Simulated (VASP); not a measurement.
Data:

```
Si
1.0
    0.00000     2.70148     2.70148
    2.70148     0.00000     2.70148
    2.70148     2.70148     0.00000
Si
2
Direct
  0.25000   0.25000   0.25000
  0.00000   0.00000   0.00000
```

Computed with LDA (Ceperley-Alder, Perdew-Zunger), VASP's LDA PAW potentials (set 64) (plane waves; VASP). Run with 400 eV cut-off, 8×8×8 Γ-centred mesh, Gaussian smearing of 0.050 eV, potentials Si.

Problem. Estimate the energy per atom (σ→0).

Solution. 
```json
{
  "energy per atom (σ→0)": "-5.958 eV/atom"
}
```

Only differences to runs with the same potentials and settings are physical.

The structure comes from a computed database's Si entry (Fd-3m); how it stands against other phases isn't given here. It was relaxed first. The start is the result of an earlier pass.
